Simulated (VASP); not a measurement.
Input:

```
C
1.0
    1.22453    -2.11891     0.00000
    1.22453     2.11891     0.00000
    0.00000     0.00000     6.60913
C
4
Direct
  0.58329   0.41671   0.75478
  0.41671   0.58329   0.24522
  0.91671   0.08329   0.75478
  0.08329   0.91671   0.24522
```

Method: LDA (Ceperley-Alder, Perdew-Zunger), VASP's LDA PAW potentials (set 64) (plane waves; VASP). Run with 520 eV cut-off, Gaussian smearing of 0.050 eV, potentials C.

Problem. What does the run give for the band gap (along the path) with the smallest direct gap where there is one?

Solution. 
- band gap (along the path) = none (metal, semimetal or under 0.01 eV)

Only differences to runs with the same potentials and settings are physical.

The structure comes from a computed database's C entry (Cmme); how it stands against other phases isn't given here. It was relaxed first, which changed the volume by -6 %.
